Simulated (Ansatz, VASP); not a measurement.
# Two plane-wave programs on Si2BiTe2

Contents of INCAR:

```
PREC = Accurate
ENCUT = 520
EDIFF = 1E-6
ISMEAR = 0
SIGMA = 0.1
LREAL = F
LASPH = T
NELM = 80
ALGO = Normal
ISIF = 2
LWAVE = F
LCHARG = F
GGA = PE
NBANDS = 26
```

File KPOINTS:

```
Automatic mesh
0
Gamma
  6 6 2
```

File POSCAR:

```
Si2BiTe2
1.0
    4.3814503800      0.0000000000      0.0000000000
   -2.1907251900      3.7944473300      0.0000000000
    0.0000000000      0.0000000000      8.4108537600
Si Bi Te
2 1 2
Direct
    0.3333333300      0.6666666700      0.0000000000
    0.6666666700      0.3333333300      0.0000000000
    0.0000000000      0.0000000000      0.0000000000
    0.3333333300      0.6666666700      0.5000000000
    0.6666666700      0.3333333300      0.5000000000
```

Input for Ansatz:

```yaml
crystal:
  lattice:
    - [4.38145038, 0.0, 0.0]
    - [-2.19072519, 3.79444733, 0.0]
    - [0.0, 0.0, 8.41085376]
  atoms:
    - { symbol: Si, position: [0.33333333, 0.66666667, 0.0] }
    - { symbol: Si, position: [0.66666667, 0.33333333, 0.0] }
    - { symbol: Bi, position: [0.0, 0.0, 0.0] }
    - { symbol: Te, position: [0.33333333, 0.66666667, 0.5] }
    - { symbol: Te, position: [0.66666667, 0.33333333, 0.5] }
basis:
  ecutwfc: 420
kpoints:
  mp_grid: { grid: [6, 6, 2] }
hamiltonian:
  xc: pbe
scf:
  occupations: { method: gaussian, width: 0.1 }
  lower_state_search: "off"
output:
  forces: true
  stress: true
  eigenvalues: true
```

Alike in both runs: task single point; functional PBE; k mesh 6 × 6 × 2; occupations gaussian, width 0.1 eV; no spin polarisation.

|  | VASP | Ansatz |
| --- | --- | --- |
| version | VASP 6.6.1 | Ansatz 0.2.0 |
| potentials or method | VASP PAW PBE potentials, release 64 (Si, Bi_d, Te) | scalar-relativistic, plane waves, PAW |
| plane-wave cutoff (eV) | 520 | 420 |
| valence electrons in the cell | 35 | 55 |

Ansatz gave:

```
gap on the k mesh at the Fermi level (eV)       : none
pressure (GPa)                                  : 27.6
largest component of the traceless stress (GPa) : 28.57
```

Q: Estimate VASP's values.

A: gap on the k mesh at the Fermi level (eV): none; pressure (GPa): 27.7; largest component of the traceless stress (GPa): 28.66.

A gap of «none» marks a metal or a gap that the smearing closes. With one functional, cell and mesh, what is left measures potentials, basis and numerics. The two sets of potentials don't hold the same shells in valence.

Caveats: the k mesh is coarse (spacing up to 0.37 Å⁻¹), so the values aren't converged; so large a pressure means that the cell lies far from this level's equilibrium, or that cutoff or potentials fall short (VASP); spin-orbit coupling is left out, which moves the levels of the heavy elements; this functional lacks dispersion, which binds the layers, so the pressure and a relaxed spacing across them are unreliable.
